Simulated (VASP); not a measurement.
Consider the following.

```
ZrS2
1.0
    1.83992    -3.18684     0.00000
    1.83992     3.18684     0.00000
    0.00000     0.00000     5.82716
Zr S
1 2
Direct
  0.00000   0.00000   0.00000
  0.33333   0.66667   0.24970
  0.66667   0.33333   0.75030
```

Method: optB88-vdW, VASP's PBE PAW potentials (set 64) (plane waves; VASP). Run with 520 eV cut-off, 6×6×4 Γ-centred mesh, Gaussian smearing of 0.050 eV, potentials Zr_sv S.

Task: Predict the energy per atom (σ→0), band gap (on the k-mesh) with the smallest direct gap where there is one.

Result: 
```json
{
  "band gap (on the k-mesh)": "0.82 eV",
  "smallest direct gap (on the k-mesh)": "1.44 eV",
  "energy per atom (σ→0)": "-5.276 eV/atom"
}
```

Only differences to runs with the same potentials and settings are physical.

The compound is ZrS2 in the 1T layered structure. It was relaxed first. The start is the result of an earlier pass.
